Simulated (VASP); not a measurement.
Output of a VASP run:

OUTCAR:
```
 ion  position               nearest neighbor table
   1  0.667  0.333  0.500-   2 2.11   2 2.11   2 2.11
   2  0.333  0.667  0.500-   1 2.11   1 2.11   1 2.11
  LATTYP: Found a hexagonal cell.
 ALAT       =     3.6464970000
 C/A-ratio  =     3.8393011156
 Subroutine PRICEL returns:
 Original cell was already a primitive cell.
 Subroutine GETGRP returns: Found 12 space group operations
The static configuration has the point symmetry D_3h.
The dynamic configuration has the point symmetry D_3h.
The overall configuration has the point symmetry D_3h.
 Subroutine INISYM returns: Found 12 space group operations
 Subroutine IBZKPT returns following result:
 Found     10 irreducible k-points:

 Following reciprocal coordinates:
            Coordinates               Weight
  0.000000  0.000000  0.000000      1.000000
  0.125000  0.000000  0.000000      6.000000
  0.250000  0.000000  0.000000      6.000000
  0.375000  0.000000  0.000000      6.000000
  0.500000  0.000000  0.000000      3.000000
  0.125000  0.125000  0.000000      6.000000
  0.250000  0.125000  0.000000     12.000000
  0.375000  0.125000  0.000000     12.000000
  0.250000  0.250000  0.000000      6.000000
  0.375000  0.250000  0.000000      6.000000
   k-points           NKPTS =     10   k-points in BZ     NKDIM =     10   number of bands    NBANDS=     19
   number of dos      NEDOS =    301   number of ions     NIONS =      2
   total plane-waves  NPLWV =  55296
   dimension x,y,z NGX =    24 NGY =   24 NGZ =   96
   dimension x,y,z NGXF=    48 NGYF=   48 NGZF=  192
   ions per type =               1   1
   PREC   = accura    normal or accurate (medium, high low for compatibility)
   ISTART =      0    job   : 0-new  1-cont  2-samecut
   ICHARG =      2    charge: 1-file 2-atom 10-const
   ISPIN  =      2    spin polarized calculation?
   LNONCOLLINEAR =      F non collinear calculations
   LSORBIT =      F    spin-orbit coupling
   INIWAV =      1    electr: 0-lowe 1-rand  2-diag
   ENCUT  =  400.0 eV  29.40 Ry    5.42 a.u.   5.95  5.95 22.83*2*pi/ulx,y,z
   NELM   =    100;   NELMIN=  2; NELMDL= -5     # of ELM steps
   EDIFF  = 0.1E-05   stopping-criterion for ELM
   LREAL  =      F    real-space projection
   NLSPLINE    = F    spline interpolate recip. space projectors
   LMAXMIX     =    6 max onsite mixed and CHGCAR
   VOSKOWN=      0    Vosko Wilk Nusair interpolation
   EDIFFG = 0.1E-04   stopping-criterion for IOM
   NSW    =      0    number of steps for IOM
   NBLOCK =      1;   KBLOCK =      1    inner block; outer block
   IBRION =     -1    ionic relax: 0-MD 1-quasi-New 2-CG
   NFREE  =      0    steps in history (QN), initial steepest desc. (CG)
   ISIF   =      2    stress and relaxation
   ISYM   =      2    0-nonsym 1-usesym 2-fastsym
   TEIN   =    0.0    initial temperature
   TEBEG  =    0.0;   TEEND  =   0.0 temperature during run
   SMASS  =  -3.00    Nose mass-parameter (am)
   PSTRESS=    0.0 pullay stress
   NELECT =      22.0000    total number of electrons
   EFERMI =   0.00;   METHOD = LEGACY
   ISMEAR =    -1;   SIGMA  =   0.10  broadening in eV -4-tet -1-fermi 0-gaus
   IALGO  =     38    algorithm
   LDIAG  =      T    sub-space diagonalisation (order eigenvalues)
   IMIX   =      4    mixing-type and parameters
     AMIX     =   0.40;   BMIX     =  1.00
     AMIX_MAG =   1.60;   BMIX_MAG =  1.00
     AMIN     =   0.10
   GGA     = PE    functional components
   VOSKOWN =     0    Vosko Wilk Nusair interpolation
   LHFCALC =     F    Hartree Fock is set to
   LHFONE  =     F    Hartree Fock one center treatment
   AEXX    =    0.0000 exact exchange contribution
   IVDW    =     0    specifies the selected vdW correction
   LEPSILON=     F    determine dielectric tensor
   LRPA    =     F    only Hartree local field effects (RPA)
  energy-cutoff  :      400.00
  volume of cell :      161.22
      direct lattice vectors                 reciprocal lattice vectors
     3.646497000  0.000000000  0.000000000     0.274235794  0.158330155  0.000000000
...
```

**OSZICAR**
```
...
DAV:   8    -0.233280479776E+02    0.14785E+01   -0.82638E-01  1359   0.239E+01    0.874E+01
DAV:   9    -0.197636553010E+02    0.35644E+01   -0.69332E+00  1151   0.118E+02    0.399E+01
DAV:  10    -0.205776366028E+02   -0.81398E+00   -0.60794E+00  1389   0.438E+01    0.396E+01
DAV:  11    -0.202554166140E+02    0.32222E+00   -0.79897E-01  1341   0.150E+01    0.350E+01
DAV:  12    -0.199769098330E+02    0.27851E+00   -0.32724E-01  1434   0.116E+01    0.303E+01
DAV:  13    -0.200151440116E+02   -0.38234E-01   -0.15836E-01  1269   0.626E+00    0.234E+01
DAV:  14    -0.198587719839E+02    0.15637E+00   -0.65427E-01  1195   0.246E+01    0.152E+01
DAV:  15    -0.199134947372E+02   -0.54723E-01   -0.10933E-01  1231   0.553E+00    0.135E+01
DAV:  16    -0.199144212033E+02   -0.92647E-03   -0.13297E-02  1274   0.204E+00    0.107E+01
DAV:  17    -0.199225874504E+02   -0.81662E-02   -0.25429E-03  1153   0.110E+00    0.965E+00
DAV:  18    -0.199367325369E+02   -0.14145E-01   -0.58542E-03  1225   0.198E+00    0.685E+00
DAV:  19    -0.199402957018E+02   -0.35632E-02   -0.42874E-03  1218   0.121E+00    0.408E+00
DAV:  20    -0.199384500387E+02    0.18457E-02   -0.26116E-03  1155   0.105E+00    0.306E+00
DAV:  21    -0.199352401957E+02    0.32098E-02   -0.21204E-03  1235   0.709E-01    0.233E+00
DAV:  22    -0.199353585091E+02   -0.11831E-03   -0.83134E-04  1099   0.866E-01    0.271E+00
DAV:  23    -0.199348267226E+02    0.53179E-03   -0.11505E-03  1157   0.601E-01    0.245E+00
DAV:  24    -0.199347446672E+02    0.82055E-04   -0.37609E-04  1100   0.173E-01    0.247E+00
DAV:  25    -0.199349461091E+02   -0.20144E-03   -0.24216E-04   965   0.131E-01    0.260E+00
DAV:  26    -0.199353060845E+02   -0.35998E-03   -0.20848E-04  1003   0.196E-01    0.276E+00
DAV:  27    -0.199357567826E+02   -0.45070E-03   -0.43511E-04   961   0.290E-01    0.308E+00
DAV:  28    -0.199359305634E+02   -0.17378E-03   -0.12167E-04   978   0.158E-01    0.321E+00
DAV:  29    -0.199361277085E+02   -0.19715E-03   -0.28084E-05  1109   0.691E-02    0.322E+00
DAV:  30    -0.199364203466E+02   -0.29264E-03   -0.70227E-05   888   0.994E-02    0.331E+00
DAV:  31    -0.199365658428E+02   -0.14550E-03   -0.24846E-05  1049   0.543E-02    0.342E+00
DAV:  32    -0.199366025570E+02   -0.36714E-04   -0.52184E-06   995   0.206E-02    0.347E+00
DAV:  33    -0.199365797872E+02    0.22770E-04   -0.14881E-06   742   0.178E-02    0.344E+00
DAV:  34    -0.199365862256E+02   -0.64384E-05   -0.29541E-07   738   0.913E-03    0.345E+00
DAV:  35    -0.199364704921E+02    0.11573E-03   -0.14149E-05   837   0.279E-02    0.330E+00
DAV:  36    -0.199362598984E+02    0.21059E-03   -0.26497E-05  1032   0.448E-02    0.307E+00
DAV:  37    -0.199360292415E+02    0.23066E-03   -0.21019E-05  1117   0.450E-02    0.286E+00
DAV:  38    -0.199359556915E+02    0.73550E-04   -0.44115E-06   909   0.398E-02    0.255E+00
DAV:  39    -0.199360007728E+02   -0.45081E-04   -0.27222E-05   957   0.506E-02    0.165E+00
DAV:  40    -0.199361417777E+02   -0.14100E-03   -0.16417E-05  1072   0.727E-02    0.989E-01
DAV:  41    -0.199364058187E+02   -0.26404E-03   -0.28043E-05  1061   0.552E-02    0.510E-01
DAV:  42    -0.199366083675E+02   -0.20255E-03   -0.32055E-05   937   0.391E-02    0.187E-01
DAV:  43    -0.199366715931E+02   -0.63226E-04   -0.10365E-05   984   0.194E-02    0.852E-02
DAV:  44    -0.199366849575E+02   -0.13364E-04   -0.51797E-06   848   0.219E-02    0.297E-02
DAV:  45    -0.199367013063E+02   -0.16349E-04   -0.22912E-06   870   0.182E-02    0.190E-02
DAV:  46    -0.199367018749E+02   -0.56859E-06   -0.12068E-06  1037   0.628E-03
   1 F= -.19936702E+02 E0= -.19896291E+02  d E =-.808217E-01  mag=     6.1460
```

File OUTCAR:
```
------------------------ aborting loop because EDIFF is reached ----------------------------------------
  FORCE on cell =-STRESS in cart. coord.  units (eV):
  Direction    XX          YY          ZZ          XY          YZ          ZX
  --------------------------------------------------------------------------------------
  Total        5.8132207      5.8132206     -0.6446039     -0.0000009     -0.0000000      0.0000000
  in kB       57.7719482     57.7719469     -6.4060913     -0.0000091     -0.0000000      0.0000000
  external PRESSURE =      36.3792679 kB  Pullay stress =       0.0000000 kB
  volume of cell :      161.22
      direct lattice vectors                 reciprocal lattice vectors
     3.646497000  0.000000000  0.000000000     0.274235794  0.158330155  0.000000000
    -1.823249000  3.157959000  0.000000000     0.000000000  0.316660223  0.000000000
     0.000000000  0.000000000 14.000000000     0.000000000  0.000000000  0.071428571
 POSITION                                       TOTAL-FORCE (eV/Angst)
 -----------------------------------------------------------------------------------
      1.82325      1.05265      7.00000        -0.000000      0.000000      0.000000
     -0.00000      2.10531      7.00000         0.000000      0.000000      0.000000
 -----------------------------------------------------------------------------------
    total drift:                               -0.002536      0.001470      0.000000
  FREE ENERGIE OF THE ION-ELECTRON SYSTEM (eV)
  ---------------------------------------------------
  free  energy   TOTEN  =       -19.9367018749 eV

  energy  without entropy=      -19.8558801682  energy(sigma->0) =      -19.89629102

 total charge

# of ion       s       p       d       f       tot
--------------------------------------------------
    1        2.064   5.746   0.805   6.410  15.024
    2        1.317   2.381   0.000   0.000   3.697
--------------------------------------------------
tot          3.380   8.126   0.805   6.410  18.721

 magnetization (x)

# of ion       s       p       d       f       tot
--------------------------------------------------
    1       -0.004  -0.113   0.075   6.174   6.131
    2       -0.013  -0.245   0.000   0.000  -0.259
--------------------------------------------------
tot         -0.018  -0.358   0.075   6.174   5.873
```
(Selected blocks of OUTCAR.)

### POSCAR
```
EuN
1
    3.6464970000     0.0000000000     0.0000000000
   -1.8232490000     3.1579590000     0.0000000000
    0.0000000000     0.0000000000    14.0000000000
Eu N
1 1
Direct
  0.6666670000   0.3333330000   0.5000000000
  0.3333330000   0.6666670000   0.5000000000
```

Q: Write an INCAR and KPOINTS that could have produced this output.

A: One answer among several that fit: the input of the run itself, PBE GGA, plane waves, VASP's PBE PAW potentials (set 64).

INCAR:
```
# general
SYSTEM   =  EuN
PREC     =  Accurate
ENCUT    =  400
LREAL    =  .FALSE.
LASPH    =  .TRUE.

# electronic loop
EDIFF    =  1E-6
NELM     =  100
ALGO     =  Normal
LMAXMIX  =  6

# smearing
ISMEAR   =  -1
SIGMA    =  0.1

# functional
GGA      =  PE

# spin
ISPIN    =  2
MAGMOM   =  7.0 0.0

# ions
ISIF     =  2

# output
LWAVE    =  .FALSE.
LCHARG   =  .FALSE.
LORBIT   =  11
```

### KPOINTS
```
Automatic
0
G
 8 8 1
```

POTCAR, in this order: Eu N (PBE.64 set). Program: vasp_std.

At this cut-off the stress carries a Pulay error, which pulls relaxed volumes low. The cell holds a wide vacuum, so values per volume refer to the whole cell. The moments were started parallel, and other spin orders were not tried in this run.

The cell is a sheet with vacuum, built from a generated structure.
